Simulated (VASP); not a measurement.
An input for Ansatz (written as the equivalent of a VASP run, and not itself run):

Ansatz 0.2 input:
```yaml
crystal:
  lattice:
    - [2.8332780, 0.0000000, 0.0000000]
    - [-1.4166390, 2.4536900, 0.0000000]
    - [0.0000000, 0.0000000, 2.7651390]
  atoms:
    - { symbol: B, position: [0.0000000, 0.0000000, 0.0000000] }
    - { symbol: P, position: [0.6666670, 0.3333330, 0.5000000] }
kpoints:
  mp_grid: { grid: [10, 10, 9] }
hamiltonian:
  xc: r2scan
  pseudopotentials: { kind: paw }
scf:
  occupations: { method: gaussian, width: 0.05 }
  max_iter: 100
relax:
  max_steps: 60
  f_tol: 0.01
  cell: {}
output: { forces: true, stress: true, eigenvalues: true }
```

Problem. Write the VASP files for the same calculation (r2SCAN).

Solution. This is not unique; one that fits is 
**INCAR**
```
SYSTEM=BP
PREC=Accurate; ENCUT=520; LREAL=F
LASPH=T
EDIFF=1E-6; NELM=100; ALGO=Normal
LMIXTAU=T
ISMEAR=0; SIGMA=0.05
METAGGA=R2SCAN
IBRION=2; NSW=60; ISIF=3
EDIFFG=-0.01
LWAVE=F; LCHARG=F
```

**KPOINTS**
```
Automatic mesh
0
Gamma
10 10 9
0 0 0
```

### POSCAR
```
BP
1
    2.8332780000     0.0000000000     0.0000000000
   -1.4166390000     2.4536900000     0.0000000000
    0.0000000000     0.0000000000     2.7651390000
B P
1 1
Direct
  0.0000000000   0.0000000000   0.0000000000
  0.6666670000   0.3333330000   0.5000000000
```

POTCAR, in this order: B P (PBE.64 set). Program: vasp_std.

Limits of the translation: each code has its own PAW files, so the cut-off isn't converted (ENCUT is set for VASP's; basis.ecutwfc is left out, and Ansatz then takes the one that its files recommend); Ansatz stops its SCF on the density residual and VASP on the energy change (EDIFF).

The structure was generated: BP was put into the WC type (P-6m2), which need not be its known phase. This run relaxes it. Symmetry was kept, so distortions that lower it aren't found.
